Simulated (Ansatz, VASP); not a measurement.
# GaGe: VASP beside Ansatz

Contents of INCAR:

```
PREC = Accurate ; ENCUT = 520
EDIFF = 1E-7 ; ISMEAR = 0
SIGMA = 0.15 ; LREAL = False
LASPH = True ; NELM = 100
ALGO = Normal ; ISIF = 2
LWAVE = False ; LCHARG = True
GGA = PS ; LELF = True
LVHAR = True ; NBANDS = 20
```

KPOINTS

```
Automatic mesh
0
Gamma
  14 14 14
```

File POSCAR:

```
GaGe
1.0
    0.0000000000      2.8978440000      2.8978440000
    2.8978440000      0.0000000000      2.8978440000
    2.8978440000      2.8978440000      0.0000000000
Ga Ge
1 1
Direct
    0.7500000000      0.7500000000      0.7500000000
    0.0122005667      0.0000000000      0.0000000000
```

Input for Ansatz:

```yaml
crystal:
  lattice:
    - [0.0, 2.897844, 2.897844]
    - [2.897844, 0.0, 2.897844]
    - [2.897844, 2.897844, 0.0]
  atoms:
    - { symbol: Ga, position: [0.75, 0.75, 0.75] }
    - { symbol: Ge, position: [0.0122005667, 0.0, 0.0] }
basis:
  ecutwfc: 420
kpoints:
  mp_grid: { grid: [14, 14, 14] }
hamiltonian:
  xc: pbesol
scf:
  occupations: { method: gaussian, width: 0.15 }
output:
  forces: true
  stress: true
  eigenvalues: true
```

Change from the starting cell: all Ge atoms moved -0.050 Å, as atom 2 towards its neighbour atom 2 (Ge) at 4.098 Å.

Alike in both runs: task single point; functional PBEsol; k mesh 14 × 14 × 14; occupations gaussian, width 0.15 eV; no spin polarisation.

```csv
,VASP,Ansatz
version,VASP 6.6.1,Ansatz 0.2.0
potentials or method,"VASP PAW PBE potentials, release 64 (Ga_d, Ge_d)","scalar-relativistic, plane waves, PAW"
plane-wave cutoff (eV),520,420
valence electrons in the cell,27,27
```

VASP gave:

```
gap on the k mesh at the Fermi level (eV)       : none
pressure (GPa)                                  : -2.5
largest component of the traceless stress (GPa) : 0.88
rms of the force components (eV/Å)              : 0.121
```

Q: What did Ansatz give for the same quantities?

A: gap on the k mesh at the Fermi level (eV): none; pressure (GPa): -2.5; largest component of the traceless stress (GPa): 0.88; rms of the force components (eV/Å): 0.122.

Atom by atom the forces differ by 0.000 eV/Å (rms over components). A gap of «none» marks a metal or a gap that the smearing closes.

Caveats: the PAW data sets were made with another functional, which shifts forces and pressure a little (VASP).
